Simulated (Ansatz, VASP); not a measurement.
**YF (linear Y-F chain): VASP beside Ansatz**

Wanted: the spread between two codes on one cell, functional and k mesh. The structure shown is the end of the Ansatz relaxation below.

Program: Ansatz 0.2.0. Level of theory: plane waves, with VASP 6.6.1 beside it; single point at PBE. Results are calculated unless marked as measured.

## Step 1: Starting point

The cell holds 2 atoms: 1 Y and 1 F. Its edges and angles: a = 7.500 Å, b = 7.500 Å, c = 4.298 Å, α = 90.0°, β = 90.0°, γ = 90.0°. Vacuum lies along a and b. The structure's axis is c.

## Step 2: Ansatz: relaxation, PBE

Ansatz runs on its default PAW (the set named soft_2) files.

This run makes the geometry at which the two programs are then compared.

input.yaml

```yaml
crystal:
  lattice:
    - [7.5, 0.0, 0.0]
    - [0.0, 7.5, 0.0]
    - [0.0, 0.0, 4.7918]
  atoms:
    - { symbol: "Y", position: [0.5, 0.5, 0.0], spin: 1.0 }
    - { symbol: F, position: [0.5, 0.5, 0.5] }
magnetization:
  spin_polarized: true
kpoints:
  mp_grid: { grid: [1, 1, 17] }
scf:
  occupations: { method: fermi_dirac, width: 0.05 }
hamiltonian:
  xc: pbe
relax:
  cell: { fix: [a, b, alpha, beta, gamma] }
  max_steps: 60
```

Launch:

```console
> ansatz run input.yaml --threads 4 --pin off --max-ram 8192MiB --backend cpu --events-out ev --progress --plain --runs-dir out
```

Numbers of over 12 decimals in the logs are rounded to 6 here.

What it wrote:

```text
Engine: ansatz 0.2.0, aarch64-unknown-linux-gnu
Pseudopotentials: kind: paw
Pseudopotential: Y, paw, valence charge 11, recommended cutoff 420 eV (normal), Y.paw.azcp
Pseudopotential: F, paw, valence charge 7, recommended cutoff 420 eV (normal), F.paw.azcp
Functional definition: PBE
  parameter kappa = 0.804
  parameter beta = 0.066725
  exchange = pbe_x(kappa = kappa, mu = beta*pi^2/3)
  correlation = pbe_c(beta = beta)
Crystal: 2 atoms, lattice volume = 269.539 Å³
Basis set: ecut = 420 eV, 5265 PW (Γ), exchange–correlation on 108×108×72 points (8 copies of the dense FFT grid, shifted against one another)
Bands: 14, of which v1, the nominal top of the filled ones, is band 9 counted from 1 (8 counted from 0)
Symmetry: 16 space group operations
Space group: P4/mmm (ITA 123), of the structure as read, at distance tolerance 6.5e-5 Å
Magnetic group: BNS 123.339 (UNI 999), of the structure as read, at distance tolerance 6.5e-5 Å
k-points: 9 of 17
Non-local potential: Y, projectors of the file, l = 0: 3, l = 1: 2, l = 2: 2, l = 3: 1
Non-local potential: F, projectors of the file, l = 0: 2, l = 1: 2, l = 2: 1
PAW form: soft (Blöchl's): semilocal exchange-correlation on the pseudo side does not see the compensation charge
PAW one-centre angular grid: Y, 590 points (default); XC on 64 Gauss nodes
PAW one-centre angular grid: F, 110 points (default); XC on 64 Gauss nodes
Initial density: superposition of atomic densities (neutral atoms: chi_scale 0, normalization atom)
Starting moments: Σ|m| = 1 μB on 1 of 2 sites
Initial wavefunctions: pseudopotential atomic-orbital guess
Functional: x = pbe(κ = 0.804, μ = 0.219515), c = pbe(β = 0.066725)
SCF iter   1: F=—  HF=-4657.747088 eV  |F-HF|=—  |Δ(HF+E_count)|=         —  Δρ=1.90e-2 (↑1.90e-2 ↓1.79e-2)  dr2=3.96e0  dr2_m=5.78e-2  M=0.252 μB ∫|m|=0.302 μB  β_m=0.30  ethr=3.10e-3  ⟨swp⟩=3.9  Hψ=1148  notcnv=0
Mixer restart at iter 1: flushing history
preconditioner: auto → LDOS  [metal: Δε(μ)=0.069 eV  Ē_g=1.542 eV  σ=0.050 eV  W_gap=0.33  n_scr=22 (ndim 8)  ℏωp=3.2 eV  f_vac=0.552  D(μ)=3.33/eV (n_scr^D=10)]
spin=Collinear: LDOS preconditioning applied to the charge; magnetization (m = ρ↑ − ρ↓) channel mixes plain (no charge-response kernel on spin).
SCF iter   2: F=—  HF=-4656.800622 eV  |F-HF|=—  |Δ(HF+E_count)|=   9.46e-1  Δρ=7.56e-3 (↑7.56e-3 ↓5.16e-3)  dr2=4.73e-1  dr2_m=3.19e-2  M=0.188 μB ∫|m|=0.245 μB  β_m=0.35  ethr=3.10e-3  ⟨swp⟩=2.9  Hψ=652  notcnv=0
SCF iter   3: F=—  HF=-4656.790588 eV  |F-HF|=—  |Δ(HF+E_count)|=   1.00e-2  Δρ=5.30e-3 (↑5.30e-3 ↓3.85e-3)  dr2=1.48e-1  dr2_m=1.49e-2  M=0.101 μB ∫|m|=0.153 μB  β_m=0.62  ethr=2.63e-3  ⟨swp⟩=2.4  Hψ=400  notcnv=0
SCF iter   4: F=—  HF=-4656.860820 eV  |F-HF|=—  |Δ(HF+E_count)|=         —  Δρ=1.23e-3 (↑1.23e-3 ↓6.57e-4)  dr2=8.19e-3  dr2_m=7.73e-4  M=0.004 μB ∫|m|=0.019 μB  β_m=0.62  ethr=8.24e-4  ⟨swp⟩=3.7  Hψ=651  notcnv=0
Mixer restart at iter 4: flushing history
SCF iter   5: F=—  HF=-4656.864865 eV  |F-HF|=—  |Δ(HF+E_count)|=   4.04e-3  Δρ=7.73e-4 (↑6.00e-4 ↓7.73e-4)  dr2=4.28e-3  dr2_m=1.86e-4  M=0.002 μB ∫|m|=0.010 μB  β_m=0.62  ethr=4.55e-5  ⟨swp⟩=2.0  Hψ=421  notcnv=0
SCF iter   6: F=—  HF=-4656.865722 eV  |F-HF|=—  |Δ(HF+E_count)|=   8.57e-4  Δρ=6.53e-4 (↑6.53e-4 ↓4.61e-4)  dr2=2.71e-3  dr2_m=5.84e-5  M=0.001 μB ∫|m|=0.006 μB  β_m=0.56  ethr=2.38e-5  ⟨swp⟩=2.0  Hψ=394  notcnv=0
SCF iter   7: F=—  HF=-4656.865870 eV  |F-HF|=—  |Δ(HF+E_count)|=   1.48e-4  Δρ=5.94e-5 (↑5.06e-5 ↓5.94e-5)  dr2=1.92e-5  dr2_m=2.79e-6  M=-0.000 μB ∫|m|=0.001 μB  β_m=0.78  ethr=1.51e-5  ⟨swp⟩=2.0  Hψ=528  notcnv=0
SCF iter   8: F=—  HF=-4656.865696 eV  |F-HF|=—  |Δ(HF+E_count)|=   1.74e-4  Δρ=1.10e-5 (↑1.10e-5 ↓7.94e-6)  dr2=6.52e-7  dr2_m=9.71e-8  M=-0.000 μB ∫|m|=0.000 μB  β_m=0.77  ethr=1.07e-7  ⟨swp⟩=2.0  Hψ=416  notcnv=0
SCF iter   9: F=—  HF=-4656.865697 eV  |F-HF|=—  |Δ(HF+E_count)|=   7.98e-7  Δρ=3.16e-6 (↑3.05e-6 ↓3.16e-6)  dr2=4.45e-8  dr2_m=1.39e-8  M=-0.000 μB ∫|m|=0.000 μB  β_m=0.89  ethr=3.62e-9  ⟨swp⟩=2.7  Hψ=449  notcnv=0
SCF iter  10: F=—  HF=-4656.865697 eV  |F-HF|=—  |Δ(HF+E_count)|=   1.47e-7  Δρ=5.86e-7 (↑3.62e-7 ↓5.86e-7)  dr2=1.57e-9  dr2_m=1.59e-10  M=0.000 μB ∫|m|=0.000 μB  β_m=0.93  ethr=2.47e-10  ⟨swp⟩=2.5  Hψ=455  notcnv=0
SCF iter  11: F=-4656.865697 eV  HF=-4656.865697 eV  |F-HF|=7.73e-11  |Δ(HF+E_count)|=   2.97e-9  Δρ=1.15e-7 (↑1.15e-7 ↓8.91e-8)  dr2=1.18e-10  dr2_m=4.67e-12  M=0.000 μB ∫|m|=0.000 μB  ethr=8.72e-12  ⟨swp⟩=1.1  Hψ=730  notcnv=0
[...]
the starting moments were not kept: the SCF closed with an absolute magnetisation of 1.1e-6 μB, where they sum to 1 μB in size (1 site). That is at most 0.1 of that sum. Measured as dr2_m measures the in/out step, that magnetisation stands 2.3e-13 eV from none, at or under the dr2_threshold of 2.0e-7 eV: it is no larger than a step whose dr2_m would equal this threshold.
SCF 4 converged in 6 iterations: F = -4657.378770 eV  dr2 = 7.66e-10
relax step   4: F+E_penalty+E_count = -4657.37877006 eV  Δ(F+E_penalty+E_count) = -2.471e-3 eV  max|allowed force component| = 2.840e-29 eV/Å  Δτ_max = 0.0000 Å  P = -0.407 GPa  Ω = 241.531 Å³  energy of the carried Pulay correction = +7.491e-3 eV  fix = [a, b, alpha, beta, gamma]  reactions: a -0.651, b -0.651 GPa  (6 SCF iters, dr2 threshold 2.00e-7 eV, accepted)
[...]
relax step   5: F+E_penalty+E_count = -4657.37876268 eV  Δ(F+E_penalty+E_count) = +7.378e-6 eV  max|allowed force component| = 4.733e-29 eV/Å  Δτ_max = 0.0000 Å  P = -0.433 GPa  Ω = 241.782 Å³  energy of the carried Pulay correction = +7.419e-3 eV  fix = [a, b, alpha, beta, gamma]  reactions: a -0.650, b -0.650 GPa  (6 SCF iters, dr2 threshold 1.60e-8 eV, accepted)
[...]
relax step   6: F+E_penalty+E_count = -4657.37600418 eV  Δ(F+E_penalty+E_count) = +2.758e-3 eV  max|allowed force component| = 9.466e-30 eV/Å  Δτ_max = 0.0000 Å  P = -0.463 GPa  Ω = 241.782 Å³  fix = [a, b, alpha, beta, gamma]  reactions: a -0.674, b -0.674 GPa  stress off target by 3.97e-2 GPa on what of the cell is left free  SCF on the basis re-selected at this cell (its energy is not comparable with the rows above)  (8 SCF iters)
basis re-selected at this cell: Δ(F+E_penalty+E_count) = +2.758e-3 eV, ΔP = -0.030 GPa vs the last step (what re-selecting the basis moved, of the pressure what is left beyond the Pulay correction that the steps carried, after the strain that the cell walked since its last selection, with what the two solves' SCF thresholds leave and, on support functions, any second-order correction that the steps lacked; it is no measure of the basis error at this ecutwfc). The dense FFT grid was sized anew with the basis: this SCF ran on 54×54×30 points, the steps before it on 54×54×36, so part of this shift can come from that change (see relax.cell in the input reference). [rest of the remark cut]
SCF converged after 8 iterations
Magnetization: -0.0000 μB (9.0000 up, 9.0000 down)
Absolute magnetization: 0.0000 μB (∫|ρ↑−ρ↓|, with the PAW one-centre terms)
Spin contamination: 0.0000 ħ² per cell (⟨S²⟩ above its minimum at these occupations)
Per-site moments (μB) at R_I (Å): [(-3.325163882472285e-11, 0.886533), (5.370730907853953e-10, 0.886533)]
Free energy (F): -4657.376004 eV
Harris-Foulkes:  -4657.376004 eV  (|F-HF|=1.09e-11)
Internal energy: -4657.372283 eV  (E = F + TS)
E sigma→0 (E₀):  -4657.374144 eV
Entropy (-TS):   -0.003721 eV (-1.861 meV/atom)
Fermi energy:    -1.093875 eV
--- Per-component energies (eV) ---
  E_band       = -363.245787
  E_kinetic    = 503.206252
  E_local      = -2986.185876  (includes V_loc(G=0)·N_el)
  E_nonlocal   = 123.705727
  E_hartree    = 1205.460419
  E_xc         = -249.004689
  E_vxc        = -295.661204  (∫ρ·V_xc dr)
  E_paw        = -3025.674293  (= ΣΔE_a)
  E_vpaw       = -119.233478  (= ΣTr[D̂ρ^β])
  E_aug_tail   = 0.002064  (compensation charges beyond the density's cutoff)
  E_ewald      = -228.881886
  E_smearing   = -0.003721  (= −TS)
  E_closure    = 0.000000  (closes the sum)
  Σ components = -4657.376004   (vs F -4657.376004, Δ=0.00e0)
--- Forces (eV/Å), atoms counted from 1 ---
  atom   1  Y      0.00000000     0.00000000     0.00000000
  atom   2  F      0.00000000     0.00000000     0.00000000
  max |Σ_I F_I| component: 1.89e-29 eV/Å
--- Stress (GPa, compression-positive) ---
       -0.673962       0.000000       0.000000
        0.000000      -0.673962       0.000000
        0.000000       0.000000      -0.039737
  P = ⅓ Tr σ = -0.4626 GPa (-4.626 kbar)
--- Relaxed structure (5 steps of the walk, 5 accepted, 1 SCFs on fresh bases) ---
  F+E_penalty+E_count = -4657.37600418 eV   max|allowed force component| = 9.466e-30 eV/Å   (the final SCF, on the basis selected at the relaxed cell)
  cell:  # Å, volume = 241.7817 Å³
    - [7.5, 0.0, 0.0]
    - [0.0, 7.5, 0.0]
    - [0.0, 0.0, 4.298341]
  atoms:
    - { symbol: Y, position: [0.5, 0.5, 0.0] }
    - { symbol: F, position: [0.5, 0.5, 0.5] }
```

Reading the cycles: dr2 is the Hartree energy of the density residual (eV), the measure of convergence; HF is the Harris–Foulkes estimate of the energy, which meets the free energy F at convergence.

## Step 3: VASP: single point, PBE

The same cell, functional, mesh and smearing now go to VASP, with its own data sets.

Lines of VASP's logs that name or quote its potential files are left out, and so is its time.

INCAR

```
SYSTEM = YF
PREC = Accurate
ENCUT = 600
EDIFF = 1E-06
NELM = 200
ISMEAR = -1
SIGMA = 0.05
LREAL = .FALSE.
ALGO = Normal
GGA = PE
NBANDS = 16
ISPIN = 2
MAGMOM = -0 0
LASPH = .TRUE.
LMAXMIX = 4
LORBIT = 11
LWAVE = .FALSE.
LCHARG = .FALSE.
ISIF = 2
GGA_COMPAT = .FALSE.
```

POSCAR

```
YF
1.0
    7.5000000000      0.0000000000      0.0000000000
    0.0000000000      7.5000000000      0.0000000000
    0.0000000000      0.0000000000      4.2983412855
Y F
1 1
Direct
    0.5000000000      0.5000000000      0.0000000000
    0.5000000000      0.5000000000      0.5000000000
```

KPOINTS

```
Automatic mesh
0
Gamma
1 1 17
0 0 0
```

The projector-augmented-wave data sets are Y_sv and F (PBE family, release 64).

Launch:

```console
> mpirun -np 1 vasp_std
```

What it wrote:

```text
[banner, memory and clock lines left out]
running    1 mpi-ranks, on    1 nodes
 distrk:  each k-point on    1 cores,    1 groups
 distr:  one band on    1 cores,    1 groups

 POSCAR found type information on POSCAR Y F
 POSCAR found :  2 types and       2 ions
 LDA part: xc-table for (Slater+PW92), standard interpolation
 POSCAR, INCAR and KPOINTS ok, starting setup
 FFT: planning ... GRIDC
 FFT: planning ... GRID_SOFT
 FFT: planning ... GRID
 WAVECAR not read
 entering main loop
       N       E                     dE             d eps       ncg     rms          rms(c)
DAV:   1     0.984326719028E+02    0.98433E+02   -0.83096E+03   728   0.921E+02
DAV:   2     0.610746801626E+00   -0.97822E+02   -0.92906E+02   880   0.183E+02
DAV:   3    -0.123227890160E+02   -0.12934E+02   -0.12443E+02   784   0.621E+01
DAV:   4    -0.131333852791E+02   -0.81060E+00   -0.81046E+00   808   0.117E+01
DAV:   5    -0.131583348566E+02   -0.24950E-01   -0.24949E-01   792   0.166E+00    0.171E+01
DAV:   6    -0.114677067341E+02    0.16906E+01   -0.61499E+00   640   0.155E+01    0.146E+01
DAV:   7    -0.113920594844E+02    0.75647E-01   -0.51727E-01   928   0.383E+00    0.925E+00
DAV:   8    -0.113964812087E+02   -0.44217E-02   -0.29807E-01   752   0.378E+00    0.670E-01
DAV:   9    -0.113937014194E+02    0.27798E-02   -0.23494E-02   768   0.101E+00    0.374E-01
DAV:  10    -0.113936942279E+02    0.71915E-05   -0.27496E-03   800   0.392E-01    0.176E-01
DAV:  11    -0.113939628881E+02   -0.26866E-03   -0.37698E-04   744   0.119E-01    0.776E-02
DAV:  12    -0.113940836581E+02   -0.12077E-03   -0.37331E-04   848   0.121E-01    0.407E-02
DAV:  13    -0.113940926619E+02   -0.90038E-05   -0.60587E-05   800   0.485E-02    0.320E-02
DAV:  14    -0.113941109627E+02   -0.18301E-04   -0.26880E-05   696   0.351E-02    0.396E-03
DAV:  15    -0.113941159784E+02   -0.50156E-05   -0.70492E-06   552   0.114E-02    0.289E-03
DAV:  16    -0.113941191552E+02   -0.31768E-05   -0.42166E-06   480   0.102E-02    0.297E-03
DAV:  17    -0.113941203542E+02   -0.11990E-05   -0.51677E-06   520   0.885E-03    0.154E-03
DAV:  18    -0.113941207020E+02   -0.34779E-06   -0.14296E-06   432   0.656E-03
   1 F= -.11394121E+02 E0= -.11392651E+02  d E =-.294032E-02  mag=     0.0000
```

Parts of OUTCAR (step 3):

```text
ion  position               nearest neighbor table
   1  0.500  0.500  0.000-   2 2.15   2 2.15
   2  0.500  0.500  0.500-   1 2.15   1 2.15

  LATTYP: Found a simple tetragonal cell.
 ALAT       =     7.5000000000
 C/A-ratio  =     0.5731121714

 Subroutine GETGRP returns: Found 16 space group operations
 (whereof 16 operations were pure point group operations)

The static configuration has the point symmetry D_4h.

 Found      9 irreducible k-points:

   k-points           NKPTS =      9   k-points in BZ     NKDIM =      9   number of bands    NBANDS=     16

   dimension x,y,z NGX =    60 NGY =   60 NGZ =   36
   dimension x,y,z NGXF=   120 NGYF=  120 NGZF=   72

   ENCUT  =  600.0 eV  44.10 Ry    6.64 a.u.  14.98 14.98  8.58*2*pi/ulx,y,z

   NELECT =      18.0000    total number of electrons

 k-points in reciprocal lattice and weights: Automatic mesh
   0.00000000  0.00000000  0.00000000       0.059
   0.00000000  0.00000000  0.05882353       0.118
   0.00000000  0.00000000  0.11764706       0.118
   0.00000000  0.00000000  0.17647059       0.118
   0.00000000  0.00000000  0.23529412       0.118
   0.00000000  0.00000000  0.29411765       0.118
   0.00000000  0.00000000  0.35294118       0.118
   0.00000000  0.00000000  0.41176471       0.118
   0.00000000  0.00000000  0.47058824       0.118

 average (electrostatic) potential at core
       1 -45.5773       2 -84.8437

 E-fermi :  -2.0681

 spin component 1
 k-point     1 :       0.0000    0.0000    0.0000
  band No.  band energies     occupation
    ...
      5     -27.3520      1.00000
      6      -9.6029      1.00000
      7      -9.5632      1.00000
      8      -9.5632      1.00000
      9      -3.0709      1.00000
     10      -1.8263      0.00787
     11      -1.7087      0.00076
     12      -1.0916      0.00000
     13      -1.0916      0.00000
     14       0.2303      0.00000
    ...

 k-point     2 :       0.0000    0.0000    0.0588
  band No.  band energies     occupation
    ...
      5     -27.2399      1.00000
      6      -9.6749      1.00000
      7      -9.5737      1.00000
      8      -9.5737      1.00000
      9      -3.0510      1.00000
     10      -1.8184      0.00673
     11      -1.7026      0.00067
     12      -1.0652      0.00000
     13      -1.0652      0.00000
     14       0.2538      0.00000
    ...

 k-point     3 :       0.0000    0.0000    0.1176
  band No.  band energies     occupation
    ...
      5     -26.9712      1.00000
      6      -9.8773      1.00000
      7      -9.6033      1.00000
      8      -9.6033      1.00000
      9      -2.9921      1.00000
     10      -1.7957      0.00428
     11      -1.6850      0.00047
     12      -0.9903      0.00000
     13      -0.9903      0.00000
     14       0.3241      0.00000
    ...

 k-point     4 :       0.0000    0.0000    0.1765
  band No.  band energies     occupation
    ...
      5     -26.6483      1.00000
      6     -10.1747      1.00000
      7      -9.6477      1.00000
      8      -9.6477      1.00000
      9      -2.8974      1.00000
     10      -1.7606      0.00213
     11      -1.6579      0.00027
     12      -0.8784      0.00000
     13      -0.8784      0.00000
     14       0.4397      0.00000
    ...

 k-point     5 :       0.0000    0.0000    0.2353
  band No.  band energies     occupation
    ...
      5     -26.3214      1.00000
      6     -10.5204      1.00000
      7      -9.7000      1.00000
      8      -9.7000      1.00000
      9      -2.7724      1.00000
     10      -1.7175      0.00090
     11      -1.6247      0.00014
     12      -0.7464      0.00000
     13      -0.7464      0.00000
     14       0.5965      0.00000
    ...

 k-point     6 :       0.0000    0.0000    0.2941
  band No.  band energies     occupation
    ...
      5     -26.0205      1.00000
      6     -10.8663      1.00000
      7      -9.7529      1.00000
      8      -9.7529      1.00000
      9      -2.6271      0.99999
     10      -1.6718      0.00036
     11      -1.5896      0.00007
     12      -0.6133      0.00000
     13      -0.6133      0.00000
     14       0.7841      0.00000
    ...

  Total       -1.0608532     -1.0608532     -0.1143410      0.0000000      0.0000000     -0.0000000
  in kB       -7.0297919     -7.0297919     -0.7576856      0.0000000      0.0000000     -0.0000000
  external PRESSURE =      -4.9390898 kB  Pullay stress =       0.0000000 kB

  energy-cutoff  :      600.00
  volume of cell :      241.78
      direct lattice vectors                 reciprocal lattice vectors
     7.500000000  0.000000000  0.000000000     0.133333333  0.000000000  0.000000000
     0.000000000  7.500000000  0.000000000     0.000000000  0.133333333  0.000000000
     0.000000000  0.000000000  4.298341286     0.000000000  0.000000000  0.232647883

 POSITION                                       TOTAL-FORCE (eV/Angst)
 -----------------------------------------------------------------------------------
      3.75000      3.75000      0.00000         0.000000      0.000000      0.000000
      3.75000      3.75000      2.14917         0.000000      0.000000      0.000000
 -----------------------------------------------------------------------------------
    total drift:                                0.000000      0.000000     -0.000000

  FREE ENERGIE OF THE ION-ELECTRON SYSTEM (eV)
  ---------------------------------------------------
  free  energy   TOTEN  =       -11.3941207020 eV

  energy  without entropy=      -11.3911803829  energy(sigma->0) =      -11.39265054

 total charge
# of ion       s       p       d       f       tot
--------------------------------------------------
    1        2.408   6.089   0.597   0.067   9.161
    2        1.737   4.370   0.000   0.000   6.108
--------------------------------------------------
tot          4.145  10.460   0.597   0.067  15.268

 magnetization (x)
# of ion       s       p       d       f       tot
--------------------------------------------------
    1        0.000  -0.000  -0.000   0.000   0.000
    2       -0.000  -0.000   0.000   0.000  -0.000
--------------------------------------------------
tot          0.000  -0.000  -0.000   0.000   0.000

[... 5 further parts left out ...]
```

## Step 4: Side by side

Known differences besides the potentials themselves: the cutoff is 420 eV in Ansatz and 600 eV in VASP; Ansatz's pressure holds a Pulay correction, VASP's none. Total energies have different zeros and are not compared.

Both answers:

```csv
quantity,Ansatz,VASP,difference
pressure (GPa),-0.46,-0.49,+0.03
```

## Step 5: Outcome

```json
{
 "difference in pressure (single point, PBE)": "0.031 GPa"
}
```

What this shows: The difference in pressure is 0.031 GPa (single point, PBE), within the 1 GPa picked in this series as the mark of a large difference. How closely two codes agree says nothing of how well the functional describes the real material.

[Lines on the potential files, build, host, timing and source positions are cut from VASP's logs without a mark.]

[Logs are printed without paths, hosts, clocks, repeated set-up lines and the standing remarks that a program may print on its own settings, such as how far it seeks lower states.]

[Hosts, paths, dates, database ids (printed as entryN), source tags and the programs' standing remarks are cut or masked in the printed files.]
